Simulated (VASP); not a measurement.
Runs of VASP 6.6.1 on Ti. Symmetry: P6_3/mmc, No. 194, hexagonal system. Conventional cell: a = 2.936 Å, b = 2.936 Å, c = 4.641 Å, α = 90.00°, β = 90.00°, γ = 120.00°. Around Ti (site symmetry -6m2) lie 12 Ti at 2.87 to 2.94 Å. 

```csv
level,potentials or basis,k mesh,cutoff (eV),mesh quality,gap on the mesh (eV),pressure (GPa),relaxed volume (Å³/atom)
LDA,"VASP PAW LDA potentials, release 64 (Ti_sv)",18 × 18 × 10,600,not flagged,none,0.0,16.08
PBEsol,"VASP PAW PBE potentials, release 64 (Ti_sv)",6 × 6 × 4,600,coarse,none,0.0,16.67
PBEsol,"VASP PAW PBE potentials, release 64 (Ti)",18 × 18 × 10,580,not flagged,none,0.0,16.54
PBE,"VASP PAW PBE potentials, release 64 (Ti_sv)",18 × 18 × 10,600,not flagged,none,0.0,(a)
PBEsol,"VASP PAW PBE potentials, release 64 (Ti_sv)",18 × 18 × 10,480,not flagged,none,0.0,16.67
```

Alike in all rows: task relaxation of cell and atoms; no spin polarisation; cell relaxed; smearing gaussian 0.1 eV.

Estimate the missing entries.

(a) 17.35.

Caveats: some runs use coarse meshes; the PAW data sets were made with another functional, which shifts forces and pressure a little (some runs).

A k mesh can miss the band edges.

A gap of «none» marks a metal or a gap under the smearing width.

Not every run made on this cell is shown here.
